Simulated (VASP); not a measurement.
Here is the system:

```xyz
64
Lattice="10.9371 0.0000 0.0000 0.0000 10.9371 0.0000 0.0000 0.0000 10.9371" Properties=species:S:1:pos:R:3 pbc="T T T"
Si     5.4685     0.0000     0.0000
Si     6.8357     1.3671     1.3671
Si     8.2028     2.7343     0.0000
Si     9.5699     4.1014     1.3671
Si     8.2028     0.0000     2.7343
Si     9.5699     1.3671     4.1014
Si     0.0000     0.0000     0.0000
Si     1.3671     1.3671     1.3671
Si     2.7343     2.7343     0.0000
Si     4.1014     4.1014     1.3671
Si     5.4685     5.4685     0.0000
Si     6.8357     6.8357     1.3671
Si     8.2028     8.2028     0.0000
Si     9.5699     9.5699     1.3671
Si     2.7343     0.0000     2.7343
Si     4.1014     1.3671     4.1014
Si     5.4685     2.7343     2.7343
Si     6.8404     4.1485     4.1414
Si     8.2028     5.4685     2.7343
Si     9.5699     6.8357     4.1014
Si     5.4685     0.0000     5.4685
Si     6.8357     1.3671     6.8357
Si     8.2028     2.7343     5.4685
Si     9.5699     4.1014     6.8357
Si     8.2028     0.0000     8.2028
Si     9.5699     1.3671     9.5699
Si     0.0000     5.4685     0.0000
Si     1.3671     6.8357     1.3671
Si     2.7343     8.2028     0.0000
Si     4.1014     9.5699     1.3671
Si     0.0000     2.7343     2.7343
Si     1.3671     4.1014     4.1014
Si     2.7343     5.4685     2.7343
Si     4.1121     6.8549     4.1055
Si     5.4685     8.2028     2.7343
Si     6.8357     9.5699     4.1014
Si     0.0000     0.0000     5.4685
Si     1.3671     1.3671     6.8357
Si     2.7343     2.7343     5.4685
Si     4.1136     4.1486     6.8524
Si     6.8117     6.7944     6.8532
Si     8.2028     8.2028     5.4685
Si     9.5699     9.5699     6.8357
Si     2.7343     0.0000     8.2028
Si     4.1014     1.3671     9.5699
Si     5.4685     2.7343     8.2028
Si     6.8357     4.1014     9.5699
Si     8.2028     5.4685     8.2028
Si     9.5699     6.8357     9.5699
Si     0.0000     8.2028     2.7343
Si     1.3671     9.5699     4.1014
Si     0.0000     5.4685     5.4685
Si     1.3671     6.8357     6.8357
Si     2.7343     8.2028     5.4685
Si     4.1014     9.5699     6.8357
Si     0.0000     2.7343     8.2028
Si     1.3671     4.1014     9.5699
Si     2.7343     5.4685     8.2028
Si     4.1014     6.8357     9.5699
Si     5.4685     8.2028     8.2028
Si     6.8357     9.5699     9.5699
Si     0.0000     8.2028     8.2028
Si     1.3671     9.5699     9.5699
Au     5.4632     5.4408     5.5074
```
Cell charge +2.

The numbers are results of PBE GGA, VASP's PBE PAW potentials (set 64) (plane waves; VASP), not measurements. Numerical set-up: PREC = Normal, LREAL = Auto, ISYM = 0, NELECT = 261.0, EDIFF = 1E-5, 400 eV cut-off, 1×1×1 Γ-centred mesh, Gaussian smearing of 0.050 eV, potentials Si Au. Starting moments (MAGMOM): 64*0.0156. The cell's moment is fixed (NUPDOWN = 1).

The cell is charged, with a uniform compensating background. The supercell is sampled at Γ alone, which is coarse: total energies, pressure and levels can be off, energies of defects by several tenths of an eV.

**Question.** The ions are relaxed. What does this cell relax into?

**Answer.** 
```xyz
64
Lattice="10.9371 0.0000 0.0000 0.0000 10.9371 0.0000 0.0000 0.0000 10.9371" Properties=species:S:1:pos:R:3 pbc="T T T"
Si     5.4694     0.0017     0.0043
Si     6.8567     1.3636     1.3690
Si     8.2094     2.7266    10.9345
Si     9.5900     4.0834     1.3522
Si     8.2046    10.9273     2.7362
Si     9.5693     1.3681     4.0846
Si     0.0003     0.0002     0.0008
Si     1.3678     1.3645     1.3692
Si     2.7296     2.7282     0.0056
Si     4.1062     4.1007     1.3563
Si     5.4698     5.4707     0.0019
Si     6.8409     6.8326     1.3568
Si     8.2044     8.2082     0.0030
Si     9.5731     9.5755     1.3657
Si     2.7372     0.0079     2.7398
Si     4.1088     1.3735     4.1099
Si     5.4582     2.7298     2.7248
Si     6.8965     4.0959     4.0237
Si     8.2368     5.4748     2.6983
Si     9.5775     6.8281     4.0988
Si     5.4699     0.0037     5.4702
Si     6.8287     1.3733     6.8316
Si     8.2037     2.7393     5.4803
Si     9.5805     4.1031     6.8326
Si     8.1986     0.0054     8.2005
Si     9.5701     1.3633     9.5688
Si    10.9357     5.4696     0.0043
Si     1.3611     6.8640     1.3647
Si     2.7327     8.2091    10.9352
Si     4.0845     9.5835     1.3651
Si     0.0066     2.7292     2.7336
Si     1.3602     4.1028     4.1083
Si     2.7236     5.4418     2.7209
Si     4.0581     6.8793     4.0395
Si     5.4883     8.2047     2.7219
Si     6.8297     9.5750     4.1065
Si    10.9351     0.0001     5.4716
Si     1.3690     1.3676     6.8553
Si     2.7338     2.7381     5.4619
Si     4.0383     4.0923     6.9218
Si     6.8804     6.8774     6.8985
Si     8.2022     8.1940     5.4485
Si     9.5687     9.5752     6.8529
Si     2.7337    10.9290     8.2044
Si     4.0825     1.3619     9.5751
Si     5.4773     2.7276     8.2184
Si     6.8320     4.0992     9.5847
Si     8.2130     5.4397     8.2178
Si     9.5757     6.8610     9.5755
Si    10.9320     8.2072     2.7365
Si     1.3651     9.5788     4.0872
Si     0.0017     5.4711     5.4704
Si     1.3610     6.8295     6.8405
Si     2.7345     8.1962     5.4900
Si     4.1077     9.5763     6.8332
Si    10.9330     2.7288     8.2075
Si     1.3459     4.0851     9.5914
Si     2.6975     5.4747     8.2441
Si     4.0963     6.8307     9.5836
Si     5.4476     8.2031     8.2165
Si     6.8510     9.5819     9.5757
Si     0.0034     8.2053     8.2028
Si     1.3636     9.5751     9.5719
Au     5.4640     5.4414     5.4726
```
Cell charge +2. The cell ends with 1.00 μB, on the first 30 sites 0.01 0.01 0.00 0.02 0.00 0.01 0.00 0.00 0.00 0.00 0.00 0.00 0.00 0.00 0.00 0.00 0.00 0.06 0.01 0.00 0.00 0.00 0.00 0.00 0.00 0.00 0.02 0.00 0.00 0.01 μB.

**Question.** How much energy does the relaxation gain?

**Answer.** The energy (σ→0) changes by -5.2 meV/atom, in 12 ionic steps.

The cell is a supercell with a defect, built from Si (diamond): Au_Si, charge +2.
